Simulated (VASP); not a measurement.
GaN:

```xyz
2
Lattice="0.0000 2.2535 2.2535 2.2535 0.0000 2.2535 2.2535 2.2535 0.0000" Properties=species:S:1:pos:R:3 pbc="T T T"
Ga    0.0000    0.0000    0.0000
N     3.3803    3.3803    3.3803
```

The cell is a database's computed one.

| Quantity | Value |
| --- | --- |
| Program | VASP 6.6.1 |
| Task | relaxation of cell and atoms |
| Functional | PBE |
| Potentials or basis | VASP PAW PBE potentials, release 64 (Ga_d, N) |
| Cutoff | 600 eV |
| k mesh | 10 × 10 × 10 |
| Occupations | gaussian, width 0.03 eV |
| Spin | no spin polarisation |

At the start: pressure 4.9 GPa; volume 11.44 Å³/atom.

Problem. How do energy, volume and symmetry change on relaxing?

Solution. Over 3 steps the energy falls by 4.7 meV/atom and the volume is 11.76 Å³/atom (+2.8 %); space group F-43m (No. 216, to 0.05 Å).

The path:
| step | energy change (eV) | largest force (eV/Å) | pressure (GPa) | volume (Å³) |
| --- | --- | --- | --- | --- |
| 1 | 0.0000 | 0.0000 | 4.92 | 22.89 |
| 2 | -0.0029 | 0.0000 | -3.73 | 24.07 |
| 3 | -0.0095 | 0.0000 | -0.08 | 23.52 |

Final structure:
```cif
data_structure
_symmetry_space_group_name_H-M 'P 1'
_symmetry_Int_Tables_number 1
_cell_length_a 3.2161
_cell_length_b 3.2161
_cell_length_c 3.2161
_cell_angle_alpha 60.000
_cell_angle_beta 60.000
_cell_angle_gamma 60.000
_cell_volume 23.52
loop_
_atom_site_label
_atom_site_type_symbol
_atom_site_fract_x
_atom_site_fract_y
_atom_site_fract_z
_atom_site_occupancy
Ga1 Ga 0.00000 0.00000 0.00000 1
N1 N 0.75000 0.75000 0.75000 1
```
